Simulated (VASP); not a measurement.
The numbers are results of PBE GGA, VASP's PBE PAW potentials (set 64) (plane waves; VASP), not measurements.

VASP ran on this input.

File POSCAR:
```
WSi
1.0
  4.2460105427   0.0000000000   0.0000000000
 -2.1230052713   3.6771528544   0.0000000000
  0.0000000000   0.0000000000   4.8745325927
W Si
2 2
Direct
  0.3333330000   0.6666670000   0.9375075695
  0.6666670000   0.3333330000   0.4375075695
  0.3333330000   0.6666670000   0.4374924305
  0.6666670000   0.3333330000   0.9374924305
```

File KPOINTS:
```
Automatic mesh
0
G
8 8 6
```

**INCAR**
```
SYSTEM = WSi
PREC = Accurate; ENCUT = 400; LREAL = .False.
LASPH = .True.
EDIFF = 1E-6; NELM = 100; ALGO = Normal
LMAXMIX = 6
ISMEAR = 1; SIGMA = 0.1
GGA = PE
IBRION = 2; NSW = 60; ISIF = 3
EDIFFG = -0.02
LWAVE = .False.; LCHARG = .False.
```

POTCAR, in this order: W_sv Si (PBE.64 set). Program: vasp_std.

Output

File OSZICAR:
```
       N       E                     dE             d eps       ncg     rms          rms(c)
DAV:   1     0.302434920355E+03    0.30243E+03   -0.18789E+04  2016   0.138E+03
DAV:   2    -0.229636720139E+02   -0.32540E+03   -0.31979E+03  1984   0.417E+02
DAV:   3    -0.361661787938E+02   -0.13203E+02   -0.12976E+02  2330   0.772E+01
DAV:   4    -0.364506640132E+02   -0.28449E+00   -0.28342E+00  2074   0.115E+01
DAV:   5    -0.364583563636E+02   -0.76924E-02   -0.76929E-02  2210   0.179E+00    0.279E+01
DAV:   6    -0.343012413766E+02    0.21571E+01   -0.11124E+01  2060   0.196E+01    0.799E+00
DAV:   7    -0.342399265827E+02    0.61315E-01   -0.28117E-01  2166   0.301E+00    0.387E+00
DAV:   8    -0.342150046791E+02    0.24922E-01   -0.51570E-02  1970   0.138E+00    0.327E-01
DAV:   9    -0.342149399612E+02    0.64718E-04   -0.24942E-03  2134   0.335E-01    0.177E-01
DAV:  10    -0.342150293368E+02   -0.89376E-04   -0.30855E-04  2012   0.113E-01    0.468E-02
DAV:  11    -0.342150354069E+02   -0.60701E-05   -0.11160E-05  1750   0.211E-02    0.201E-02
DAV:  12    -0.342150371138E+02   -0.17069E-05   -0.49696E-06  1680   0.128E-02    0.352E-03
DAV:  13    -0.342150371191E+02   -0.52364E-08   -0.21538E-07  1114   0.395E-03
   1 F= -.34215037E+02 E0= -.34214610E+02  d E =-.342150E+02
       N       E                     dE             d eps       ncg     rms          rms(c)
DAV:   1    -0.342191271205E+02   -0.40900E-02   -0.13790E-01  1778   0.338E+00    0.327E-01
DAV:   2    -0.342160198163E+02    0.31073E-02   -0.57199E-03  2000   0.638E-01    0.169E-01
DAV:   3    -0.342148795015E+02    0.11403E-02   -0.34023E-03  2148   0.406E-01    0.550E-02
DAV:   4    -0.342148931697E+02   -0.13668E-04   -0.25350E-04  1950   0.123E-01    0.180E-02
DAV:   5    -0.342148903010E+02    0.28687E-05   -0.41598E-05  2126   0.482E-02    0.138E-02
DAV:   6    -0.342148893525E+02    0.94855E-06   -0.45048E-06  1632   0.178E-02
   2 F= -.34214889E+02 E0= -.34214519E+02  d E =0.147767E-03
       N       E                     dE             d eps       ncg     rms          rms(c)
DAV:   1    -0.342165908145E+02   -0.17005E-02   -0.44467E-02  1784   0.192E+00    0.186E-01
DAV:   2    -0.342155858163E+02    0.10050E-02   -0.18587E-03  2012   0.348E-01    0.959E-02
DAV:   3    -0.342152162880E+02    0.36953E-03   -0.10847E-03  2148   0.222E-01    0.311E-02
DAV:   4    -0.342152189868E+02   -0.26988E-05   -0.75616E-05  1962   0.651E-02    0.101E-02
DAV:   5    -0.342152181107E+02    0.87611E-06   -0.12738E-05  2120   0.265E-02    0.767E-03
DAV:   6    -0.342152173688E+02    0.74192E-06   -0.13759E-06  1046   0.102E-02
   3 F= -.34215217E+02 E0= -.34214814E+02  d E =-.180250E-03
```

**OUTCAR**
```
------------------------ aborting loop because EDIFF is reached ----------------------------------------
  FORCE on cell =-STRESS in cart. coord.  units (eV):
  Direction    XX          YY          ZZ          XY          YZ          ZX
  --------------------------------------------------------------------------------------
  Total       -0.0188950     -0.0188950     -0.0201352     -0.0000000      0.0000000     -0.0000000
  in kB       -0.3978835     -0.3978834     -0.4240000     -0.0000000      0.0000000     -0.0000000
  external PRESSURE =      -0.4065890 kB  Pullay stress =       0.0000000 kB
  volume of cell :       76.09
      direct lattice vectors                 reciprocal lattice vectors
     4.243234508 -0.000000000  0.000000000     0.235669275  0.136063725  0.000000000
    -2.121617254  3.674748738  0.000000000     0.000000000  0.272127449  0.000000000
     0.000000000  0.000000000  4.879518863    -0.000000000 -0.000000000  0.204938238
 POSITION                                       TOTAL-FORCE (eV/Angst)
 -----------------------------------------------------------------------------------
     -0.00000      2.44983      4.57456         0.000000      0.000000     -0.000314
      2.12162      1.22492      2.13480        -0.000000      0.000000     -0.000314
     -0.00000      2.44983      2.13478        -0.000000      0.000000      0.000314
      2.12162      1.22492      4.57454        -0.000000     -0.000000      0.000314
 -----------------------------------------------------------------------------------
    total drift:                               -0.002196      0.001268     -0.000010
  FREE ENERGIE OF THE ION-ELECTRON SYSTEM (eV)
  ---------------------------------------------------
  free  energy   TOTEN  =       -34.2152173688 eV

  energy  without entropy=      -34.2140076831  energy(sigma->0) =      -34.21481414

 reached required accuracy - stopping structural energy minimisation
```
(Selected blocks of OUTCAR.)

CONTCAR:
```
WSi
   1.00000000000000
     4.2432345079620228   -0.0000000000000378    0.0000000000000000
    -2.1216172539310767    3.6747487380703556    0.0000000000000000
     0.0000000000000000    0.0000000000000000    4.8795188626630219
  W               Si
     2     2
Direct
     0.3333330000000032    0.6666669999999968    0.9375017580645615
     0.6666669999999968    0.3333330000000032    0.4375017580645615
     0.3333330000000032    0.6666669999999968    0.4374982419354385
     0.6666669999999968    0.3333330000000032    0.9374982419354385
```

The structure was generated: WSi was put into the wurtzite type (P6_3mc), which need not be its known phase. This run relaxes it. It ends in space group P6_3/mmc. Symmetry was kept, so distortions that lower it aren't found. The start is the result of an earlier pass.
